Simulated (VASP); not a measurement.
The cell holds one Bi$_{2}$Te$_{3}$ (tetradymite) bilayer, with vacuum along c. Ionisation potential and electron affinity count from the cell's own band edges, surface states included.

```yaml
crystal:
  lattice:
    - [4.34034, 0.00000, 0.00000]
    - [-2.17017, 3.75884, 0.00000]
    - [0.00000, 0.00000, 33.28802]
  atoms:
    - { symbol: Bi, position: [0.33333, 0.66667, 0.28859] }
    - { symbol: Bi, position: [0.00000, 0.00000, 0.59071] }
    - { symbol: Bi, position: [0.00000, 0.00000, 0.40929] }
    - { symbol: Bi, position: [0.66667, 0.33333, 0.71141] }
    - { symbol: Te, position: [0.00000, 0.00000, 0.23759] }
    - { symbol: Te, position: [0.66667, 0.33333, 0.34905] }
    - { symbol: Te, position: [0.33333, 0.66667, 0.46127] }
    - { symbol: Te, position: [0.66667, 0.33333, 0.53873] }
    - { symbol: Te, position: [0.33333, 0.66667, 0.65095] }
    - { symbol: Te, position: [0.00000, 0.00000, 0.76241] }
```

Calculation: LDA (Ceperley-Alder, Perdew-Zunger), VASP's LDA PAW potentials (set 64) (plane waves; VASP). Numerical set-up: 400 eV cut-off, 12×12×1 Γ-centred mesh, Gaussian smearing of 0.050 eV, potentials Bi_d Te.

Unless said otherwise, spin-orbit coupling is left out, though it shifts the bands of the heavy elements here.

### Question
Predict its energy to cut it from the bulk, per area, ionisation potential, electron affinity, band gap (on the k-mesh).

### Answer

The energy to cut it from the bulk, per area is 19.8 meV/Å², the ionisation potential is 5.25 eV and the electron affinity is 4.75 eV. The band gap (on the k-mesh) comes out as 0.50 eV.

The cell is a sheet with vacuum, built from Bi2Te3 (tetradymite).
